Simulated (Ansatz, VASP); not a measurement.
## Cross-check of Al32O47 (V_O) between VASP and Ansatz

Wanted: the spread between two codes on one cell, functional and k mesh. The cell is taken from a series of runs on this material, whose earlier steps may have relaxed, scaled, displaced or heated it; both programs get it as it stands.

Calculated with Ansatz 0.2.0; plane waves, with VASP 6.6.1 beside it; single point at PBE0 form with 10 % exact exchange with an exact-exchange share of 0.1.

### Step 1. The starting structure

The cell holds 79 atoms: 32 Al and 47 O. Cell: a = 10.278 Å, b = 10.278 Å, c = 10.278 Å, α = 55.3°, β = 55.3°, γ = 55.3°. It derives from Al2O3 (Al2O3 (R-3c)). Nearest the centre at fractional (0.625, 0.278, 0.472): Al17 at 1.97 Å, Al2 at 1.98 Å, Al24 at 2.07 Å, Al23 at 2.07 Å, O79 at 2.46 Å, O40 at 2.47 Å, O65 at 2.59 Å, O42 at 2.60 Å. The cell carries charge +1.

As a file:

```
Al O
1.0
     4.77331    2.75587    8.67524
    -4.77331    2.75587    8.67524
     0.00000   -5.51174    8.67524
Al O
32 47
Direct
  0.32261 0.32333 0.32239
  0.41433 0.43409 0.42215
  0.07357 0.07492 0.07303
  0.17947 0.17543 0.17355
  0.32383 0.32564 0.82138
  0.42582 0.42578 0.92612
  0.07430 0.07341 0.57388
  0.17494 0.17628 0.67677
  0.32299 0.82489 0.32437
  0.42560 0.92557 0.42662
  0.07477 0.57459 0.07246
  0.17443 0.67769 0.17554
  0.32341 0.82260 0.82439
  0.42464 0.92544 0.92747
  0.06972 0.57660 0.57473
  0.17561 0.67715 0.67520
  0.83477 0.32794 0.31615
  0.92658 0.42775 0.42682
  0.57340 0.07357 0.07670
  0.67594 0.17702 0.17606
  0.82362 0.32354 0.82457
  0.92624 0.42577 0.92525
  0.56992 0.06426 0.57975
  0.67930 0.17039 0.68587
  0.82341 0.82403 0.32434
  0.92537 0.92876 0.42454
  0.57417 0.57464 0.07272
  0.67506 0.67739 0.17555
  0.82457 0.82268 0.82474
  0.92580 0.92578 0.92753
  0.57325 0.57408 0.57315
  0.67581 0.67345 0.67655
  0.22177 0.02868 0.37453
  0.47166 0.12509 0.27851
  0.03092 0.37461 0.22138
  0.37725 0.22186 0.02516
  0.12461 0.27749 0.47268
  0.27788 0.47236 0.12447
  0.22292 0.02842 0.87437
  0.47550 0.12840 0.76997
  0.02745 0.37562 0.72148
  0.37706 0.22310 0.52713
  0.12565 0.27850 0.97091
  0.27794 0.47302 0.62296
  0.21825 0.52880 0.37554
  0.47138 0.62510 0.27799
  0.02617 0.87668 0.22236
  0.37399 0.72194 0.02896
  0.12357 0.77926 0.47165
  0.27785 0.97312 0.12439
  0.22305 0.52780 0.87345
  0.47185 0.62375 0.77750
  0.02629 0.87582 0.72173
  0.37441 0.72243 0.52762
  0.12460 0.77804 0.97213
  0.27799 0.97247 0.62511
  0.71937 0.03306 0.37643
  0.97130 0.12715 0.27712
  0.52760 0.37555 0.22420
  0.87480 0.22254 0.02773
  0.77784 0.47221 0.12503
  0.72232 0.02499 0.87925
  0.97125 0.12506 0.77768
  0.52984 0.37371 0.71711
  0.87219 0.22300 0.52709
  0.62445 0.27815 0.97225
  0.77757 0.47165 0.62506
  0.72162 0.52596 0.37464
  0.97133 0.62568 0.27778
  0.52743 0.87496 0.22259
  0.87523 0.72120 0.02821
  0.62478 0.77789 0.47201
  0.77734 0.97265 0.12640
  0.72180 0.52757 0.87517
  0.97139 0.62577 0.77702
  0.52688 0.87090 0.72516
  0.87197 0.72499 0.52829
  0.62460 0.77891 0.97125
  0.77369 0.98015 0.62178
```

### Step 2. Ansatz: single point, PBE0 form with 10 % exact exchange with an exact-exchange share of 0.1

Ansatz runs on its PAW soft_1 files.

With cell and atoms fixed, the geometry can't cause a difference; cores, projectors, grids and the points listed under the comparison can.

input.yaml reads:

```yaml
crystal:
  checkpoint: "../qp1_M1.relax.run"
  host: checkpoint
total_charge: 1
basis:
  ecutwfc: 420
  xc_grid: 2
hamiltonian:
  xc: { preset: pbe0, exx: 0.1 }
  pseudopotentials: { kind: paw, azcp: { folder: soft_1 } }
kpoints:
  mp_grid: { grid: [1, 1, 1] }
magnetization:
  spin_polarized: true
  initial_magnetization: 1
  spin_locking: { lock_magnetization: hard }
scf:
  occupations: { method: fixed }
  max_iter: 100
output:
  forces: true
  charged_corrections:
    epsilon: [3.29, 3.29, 3.26]
    static_epsilon: [9.66, 9.66, 11.75]
    defect_position: [0.625, 0.277916, 0.472084]
  eigenvalues: true
  eigenstates: { localisation: true }
  efg: {}
checkpoint:
  read: "../qp1_M1.relax.run"
  write: "../qp1_M1.a10.run"
  compress: false
  write_wavefunctions: false
  write_every: 100000
```

Started as:

```
> ansatz run input.yaml --threads 32 --pin off --max-ram 84787MiB --backend cuda --events-out ev --progress --plain --runs-dir out --max-vram 78GiB
```

Numbers of over 12 decimals in the logs are rounded to 6 here.

What it wrote:

```text
Warning: checkpoint.read: hamiltonian.xc differs: saved pbesol, current {"exchange":"pbe","correlation":"pbe","exx":{"coeff":0.1,"omega":null}}; the SCF iterates under this deck's functional from the saved state
crystal.checkpoint: the structure is that of <dir>, a `relax` run, at its step 5: its result, under pbesol at a charge of 1 e; 79 atoms read, 0 with a starting moment; this deck's functional is {"exchange":"pbe","correlation":"pbe","exx":{"coeff":0.1,"omega":null}}; crystal.structure_sha256 for this input is
Engine: ansatz 0.2.0, aarch64-unknown-linux-gnu
Pseudopotentials: kind: paw
Pseudopotential: Al, paw, valence charge 3, recommended cutoff 420 eV (normal), soft_1/Al.paw.azcp
Pseudopotential: O, paw, valence charge 6, recommended cutoff 420 eV (normal), soft_1/O.paw.azcp
Functional definition: unnamed
  parameter a_1 = 0.1
  exchange = (1 - a_1)*pbe_x + a_1*exact_x
  correlation = pbe_c
davidson cushion auto → on  (no smearing: the cushion is to keep the highest requested band from converging to the state above it; pin scf.eigensolver.cushion to override)
[...]
Crystal: 79 atoms, lattice volume = 684.717 Å³
Basis set: ecut = 420 eV, 13355 PW (Γ), exchange–correlation on 144×144×144 points (8 copies of the dense FFT grid, shifted against one another)
Bands: 268, of which v1, the nominal top of the filled ones, is band 189 counted from 1 (188 counted from 0)
Symmetry: 1 space group operations
Space group: P1 (ITA 1), of the structure as read, at distance tolerance 8.8e-5 Å
Magnetic group: BNS 1.1 (UNI 1), of the structure as read, at distance tolerance 8.8e-5 Å
k-points: 1
Non-local potential: Al, projectors of the file, l = 0: 2, l = 1: 2, l = 2: 1
Non-local potential: O, projectors of the file, l = 0: 2, l = 1: 2, l = 2: 1
PAW form: soft (Blöchl's): semilocal exchange-correlation on the pseudo side does not see the compensation charge
PAW frozen core: Al, regenerated for the run's functional, and the local potential with it (the file was generated under x = pbe(κ = 0.804, μ = 0.219515), c = pbe(β = 0.066725))
PAW frozen core: O, regenerated for the run's functional, and the local potential with it (the file was generated under x = pbe(κ = 0.804, μ = 0.219515), c = pbe(β = 0.066725))
PAW one-centre angular grid: Al, 110 points (default); XC on 64 Gauss nodes
PAW one-centre angular grid: O, 110 points (default); XC on 64 Gauss nodes
Initial density: read from a saved state, or passed on in memory by an earlier SCF of this step, an earlier step, the calling program or the single point that the run made first
Starting moments: Σ|m| = 1 μB on 79 of 79 sites; this step starts from the density that it was given
Initial wavefunctions: pseudopotential atomic-orbital guess
[...]
Functional: x = pbe(κ = 0.804, μ = 0.219515), c = pbe(β = 0.066725), warm-up for x = 0.9 pbe(κ = 0.804, μ = 0.219515) + 0.1 exact, c = pbe(β = 0.066725)
iter 1 solved again at ethr=3.34e-4 eV; its pass at ethr=1.00e-1 eV (dr2=1.26e0 eV) is discarded
SCF iter   1: F=—  HF=-43995.885841 eV  |Δ(HF+E_count)|=         —  Δρ=7.88e-3 (↑7.86e-3 ↓7.88e-3)  dr2=1.26e0  dr2_m=1.08e-4  M=1.000 μB ∫|m|=1.037 μB  Hψ=4172
preconditioner: auto → none  [insulator: Δε(μ)=3.982 eV  Ē_g=17.439 eV  n_scr=174 (ndim 8)  ℏωp=27.6 eV  f_vac=0.000]
iter 2 solved again at ethr=1.85e-5 eV; its pass at ethr=3.34e-4 eV (dr2=6.98e-2 eV) is discarded
SCF iter   2: F=—  HF=-43995.533712 eV  |Δ(HF+E_count)|=   3.52e-1  Δρ=1.43e-3 (↑1.43e-3 ↓1.43e-3)  dr2=5.08e-2  dr2_m=6.84e-5  M=1.000 μB ∫|m|=1.038 μB  Hψ=2815
eigensolver tolerance schedule: the retry pair's looser diagonalisation over-reported the residual by 0.38 of it (diagonalisation noise at 0.41 of the residual, at the tolerance the schedule requests for it); recorded, not acted on — ethr = c·dr2/N_el stays at c = 1.0e-1
SCF iter   3: F=—  HF=-43995.521289 eV  |Δ(HF+E_count)|=   1.24e-2  Δρ=4.63e-4 (↑4.63e-4 ↓4.60e-4)  dr2=2.81e-3  dr2_m=3.05e-5  M=1.000 μB ∫|m|=1.038 μB  Hψ=1199
[...]
hybrid outer 1: dexx = +1.110e-2 eV, tail = 9.41e-6 eV
[...]
SCF iter   5: F=—  HF=-44003.492437 eV  |Δ(HF+E_count)|=   2.00e-9  Δρ=2.71e-7 (↑2.09e-7 ↓2.71e-7)  dr2=8.41e-10  dr2_m=6.92e-11  M=1.000 μB ∫|m|=1.045 μB sched 1.23e-12)  Hψ=1254
SCF iter   6: F=-44003.492437 eV  HF=-44003.492437 eV  |Δ(HF+E_count)|=  1.60e-10  Δρ=5.92e-8 (↑4.45e-8 ↓5.92e-8)  dr2=1.73e-11  dr2_m=1.12e-11  M=1.000 μB ∫|m|=1.045 μB sched 1.00e-12)  Hψ=1282
SCF 3 converged in 6 iterations: F = -44003.492437 eV  dr2 = 1.73e-11
  Residual-converged pass: ⟨swp⟩=2.0  Hψ=1021  notcnv=0  max |occ|·‖R‖ = 2.5e-7 eV (tolerance 2.7e-7 eV)  dr2=1.66e-11  dr2_m=1.17e-11  dr2_onsite=2.99e-12  max |Δocc| = 0.0e0
hybrid outer 2: dexx = +6.332e-8 eV, tail = 2.24e-10 eV, Δε = 3.59e-4 eV (about 2.16e-6 eV left of the loop's levels), ΔF = 2.40e-4 eV/Å (tail 1.18e-5)
this state was not tested for a lower state beside it, because the functional holds exact exchange (a hybrid, or Hartree-Fock), whose exchange loop this test does not read (fock_operator); the stability check (scf.self_checks: high) cannot read this state: a pseudopotential is PAW: the check reads norm-conserving sets alone
hybrid SCF converged: 2 outer / 12 inner (+5 warm-up), last move |dexx| = 6.33e-8 eV, tail = 2.24e-10 eV
Magnetization: 1.0000 μB (189.0000 up, 188.0000 down)
Absolute magnetization: 1.0488 μB (∫|ρ↑−ρ↓|, with the PAW one-centre terms)
Spin contamination: 0.0019 ħ² per cell (⟨S²⟩ above its minimum at these occupations)
Per-site moments (μB) at R_I (Å): [(0.000334619, 0.761848), (0.018681, 0.760179), (0.000210264, 0.765724), (0.000257996, 0.764603), (0.000333337, 0.766578), (0.000178741, 0.761848), (-0.000103015, 0.767477), (0.000401059, 0.764603), (0.000242245
Free energy (F): -44003.492437 eV
Frozen-core exchange: fock
Harris-Foulkes:  -44003.492437 eV  (|F-HF|=1.46e-11)
Internal energy: -44003.492437 eV  (E = F + TS)
E sigma→0 (E₀):  -44003.492437 eV
Fermi energy:    9.356930 (↑ 9.356930, ↓ 6.814951) eV
--- Per-component energies (eV) ---
  E_band       = 117.691403
  E_kinetic    = 8960.577680
  E_local      = -15871.598692  (includes V_loc(G=0)·N_el)
  E_nonlocal   = 2728.172695
  E_hartree    = 6085.685254
  E_xc         = -4234.020019
  E_vxc        = -4860.335111  (∫ρ·V_xc dr)
  E_exx        = -488.740560  (= α·E_x^exact, valence–valence)
  E_paw        = -22637.751175  (= ΣΔE_a)
  E_vpaw       = -2033.052250  (= ΣTr[D̂ρ^β])
  E_aug_tail   = 0.037109  (compensation charges beyond the density's cutoff)
  E_ewald      = -18544.810762
  E_core_change = -1.043968  (= ΣΔE_core)
  E_smearing   = -0.000000  (= −TS)
  E_closure    = 0.000002  (closes the sum)
  E_deformation_potential = 18.414363  (in the stress; not in F)
  Σ components = -44003.492437   (vs F -44003.492437, Δ=0.00e0)
--- Forces (eV/Å), atoms counted from 1 ---
  atom   1  Al    -0.00033906     0.00350772    -0.01640840
  atom   2  Al    -0.05998704     0.00084634    -0.03606070
  atom   3  Al     0.00292693     0.00649138    -0.01641902
  atom   4  Al     0.01109069     0.00310913     0.01576500
  atom   5  O     -0.06469166     0.00071011    -0.00177998
  atom   6  O     -0.03687759    -0.05163859    -0.00289868
  [... 73 more lines of this table ...]
  max |Σ_I F_I| component: 2.85e-5 eV/Å
--- PAW observables at the nuclei: V_zz in 10²¹ V/m², potentials from the cell's mean, atoms counted from 1 ---
  atom   1  Al V_zz =    +0.884559   η = 0.1960   by run symmetry: allowed
            electrostatic potential = -1231.035885 V   contact ρ = 10118.868341 e/Å³   contact ρ_s (e/Å³): all electrons +0.035806, valence +0.035979
  atom   2  Al V_zz =    +2.353737   η = 0.2788   by run symmetry: allowed
            electrostatic potential = -1230.878635 V   contact ρ = 10119.689522 e/Å³   contact ρ_s (e/Å³): all electrons +0.940834, valence +0.956127
  atom   3  Al V_zz =    +0.660439   η = 0.0618   by run symmetry: allowed
            electrostatic potential = -1231.146689 V   contact ρ = 10118.779021 e/Å³   contact ρ_s (e/Å³): all electrons +0.017626, valence +0.017741
  [... 152 more lines of this table ...]
--- Charged-cell corrections in eV (Makov–Payne, q = +1.000 e, ε = [3.290, 3.290, 3.260] of the electrons, [9.660, 9.660, 11.750] with the ions) ---
  F (periodic)     = -44003.492437  (uncorrected; the corrections below are reported, never added to it)
  E_corr1          = +0.717906  (monopole, q²α_M/2ε̄L, of the cell on which ε is isotropic)
  F Makov-Payne    = n/a  (the rows are of the electrons' constant alone; ansatz place-levels tells what screens the charge)
  no potential alignment in this run, which stands beside a crystal: run the host's input off ansatz write-host-input, and read the two finished runs by ansatz place-levels (neither reads a slab, a wire or a sheet, whose cell leaves a vacuum)
--- Band table (eV) ---
  k-point 0 ↑: bands = ["-12.9517", "-12.0205", "-11.9465", "-11.9168", "-11.8540", "-11.8236", "-11.8170", "-11.8039", "-11.7889", "-11.7794", "-11.7769", "-11.6776", "-11.1715", "-11.1256", "-11.079
  k-point 0 ↓: bands = ["-12.9431", "-12.0078", "-11.9357", "-11.9062", "-11.8446", "-11.8160", "-11.8059", "-11.7995", "-11.7857", "-11.7757", "-11.7729", "-11.6526", "-11.1650", "-11.1105", "-11.070
```

The column dr2 measures how far the density is from self-consistency, as an energy; F and HF (Harris–Foulkes) agree once it is small.

(Continued in part 2 of 2.)

[Lines on the potential files, build, host, timing and source positions are cut from VASP's logs without a mark.]

[Logs are printed without paths, hosts, clocks, repeated set-up lines and the standing remarks that a program may print on its own settings, such as how far it seeks lower states.]

[Hosts, paths, dates, database ids (printed as entryN), source tags and the programs' standing remarks are cut or masked in the printed files.]
